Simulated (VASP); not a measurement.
Consider the following.

```xyz
2
Lattice="0.0000 3.3284 3.3284 3.3284 0.0000 3.3284 3.3284 3.3284 0.0000" Properties=species:S:1:pos:R:3 pbc="T T T"
Hg     0.0000     0.0000     0.0000
Te     1.6642     1.6642     1.6642
```

These are PW91 GGA, VASP's PBE PAW potentials (set 64) (plane waves; VASP) values and carry that method's errors. Run with 520 eV cut-off, Gaussian smearing of 0.050 eV, potentials Hg Te.

Give the energies of bands 2 to 12 at the high-symmetry points, in eV from the Fermi level.

| band | Γ | X | U | L | W |
|---|---|---|---|---|---|
| 2 | -6.89 | -6.71 | -6.72 | -6.79 | -6.70 |
| 3 | -6.89 | -6.62 | -6.66 | -6.79 | -6.68 |
| 4 | -6.89 | -6.62 | -6.55 | -6.45 | -6.50 |
| 5 | -6.46 | -6.41 | -6.44 | -6.45 | -6.48 |
| 6 | -6.46 | -6.10 | -6.03 | -6.21 | -5.98 |
| 7 | -0.92 | -4.97 | -4.97 | -4.94 | -5.02 |
| 8 | 0.00 | -1.92 | -2.48 | -0.83 | -2.23 |
| 9 | 0.00 | -1.92 | -1.59 | -0.83 | -2.19 |
| 10 | 0.00 | 1.91 | 2.23 | 0.70 | 2.89 |
| 11 | 4.37 | 2.70 | 4.03 | 5.10 | 4.68 |
| 12 | 4.37 | 7.91 | 6.97 | 5.10 | 5.24 |

It has no gap at this level: it comes out as a metal or semimetal.

The compound is HgTe in the zinc blende structure. It was relaxed first, which changed the volume by +9 %.
